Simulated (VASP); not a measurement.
An input for Ansatz (written as the equivalent of a VASP run, and not itself run):

Ansatz 0.2 input:
```yaml
crystal:
  lattice:
    - [4.1615994, 0.0000000, 0.0000000]
    - [0.0000000, 4.1615994, 0.0000000]
    - [0.0000000, 0.0000000, 4.1615994]
  atoms:
    - { symbol: Ba, position: [0.0000000, 0.0000000, 0.0000000] }
    - { symbol: Zr, position: [0.5000000, 0.5000000, 0.5000000] }
    - { symbol: O, position: [0.5000000, 0.0000000, 0.5000000] }
    - { symbol: O, position: [0.0000000, 0.5000000, 0.5000000] }
    - { symbol: O, position: [0.5000000, 0.5000000, 0.0000000] }
kpoints:
  mp_grid: { grid: [5, 5, 5] }
hamiltonian:
  xc: r2scan
  dispersion: rvv10
  pseudopotentials: { kind: paw }
scf:
  occupations: { method: gaussian, width: 0.05 }
  max_iter: 100
output: { forces: true, stress: true, eigenvalues: true }
```

Q: Write the VASP files for the same calculation (r2SCAN+rVV10).

A: One answer among several that fit: 
File KPOINTS:
```
Automatic mesh
0
Gamma
5 5 5
0 0 0
```

### INCAR
```
BPARAM  =  11.95
NELM  =  100
LCHARG  =  .False.
CPARAM  =  0.0093
ISMEAR  =  0   # Gaussian
LMAXMIX  =  4   # l cut-off of mixed one-centre charges
SYSTEM  =  BaZrO3
PREC  =  Accurate
LWAVE  =  .False.
ALGO  =  Normal   # blocked Davidson
LMIXTAU  =  .True.
ISIF  =  2
LUSE_VDW  =  .True.
EDIFF  =  1E-7   # SCF stop (eV)
ENCUT  =  520   # plane-wave cut-off (eV)
LREAL  =  .False.
SIGMA  =  0.05
METAGGA  =  R2SCAN
LASPH  =  .True.   # aspherical one-centre terms
```

**POSCAR**
```
BaZrO3
4.1615990
  1.0000001063   0.0000000000   0.0000000000
  0.0000000000   1.0000001063   0.0000000000
  0.0000000000   0.0000000000   1.0000001063
Ba Zr O
1 1 3
Cartesian
  0.0000000000   0.0000000000   0.0000000000
  0.5000000531   0.5000000531   0.5000000531
  0.5000000531   0.0000000000   0.5000000531
  0.0000000000   0.5000000531   0.5000000531
  0.5000000531   0.5000000531   0.0000000000
```

POTCAR, in this order: Ba_sv Zr_sv O (PBE.64 set). Program: vasp_std.

The two are equivalent in intent, not identical: each code has its own PAW files, so the cut-off isn't converted (ENCUT is set for VASP's; basis.ecutwfc is left out, and Ansatz then takes the one that its files recommend); Ansatz stops its SCF on the density residual and VASP on the energy change (EDIFF).

The compound is BaZrO3 in the cubic perovskite structure. This cell is one point of a volume scan, at 0.97 of the reference volume.
